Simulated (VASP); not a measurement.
Data:

```
RuSi
1.0
    4.59613     0.00000     0.00000
    0.00000     4.59613     0.00000
    0.00000     0.00000     4.59613
Si Ru
4 4
Direct
  0.16200   0.33800   0.66200
  0.66200   0.16200   0.33800
  0.83800   0.83800   0.83800
  0.33800   0.66200   0.16200
  0.87200   0.62800   0.37200
  0.37200   0.87200   0.62800
  0.12800   0.12800   0.12800
  0.62800   0.37200   0.87200
```

All values below come from PBE GGA, VASP's PBE PAW potentials (set 64) (plane waves; VASP). Numerical set-up: 300 eV cut-off, 7×7×7 Γ-centred mesh, Fermi-Dirac smearing of 0.050 eV, potentials Si Ru_pv.

At this cut-off the stress carries a Pulay error, which pulls relaxed volumes low.

Problem. Which forces act on the atoms, in eV/Å?

Solution. 
```csv
atom,Fx,Fy,Fz
Si1,-0.141,0.141,-0.141
Si2,-0.141,-0.141,0.141
Si3,0.141,0.141,0.141
Si4,0.141,-0.141,-0.141
Ru5,-0.469,0.469,-0.469
Ru6,-0.469,-0.469,0.469
Ru7,0.469,0.469,0.469
Ru8,0.469,-0.469,-0.469
```

Problem. Give the stress tensor in GPa (positive for a compressed cell).

Solution. 
```
26.65   0.00   0.00
 0.00  26.65   0.00
 0.00   0.00  26.65
```
The pressure is its mean diagonal, 26.65 GPa.

The structure is a typed RuSi crystal. The cell was not relaxed at this level.
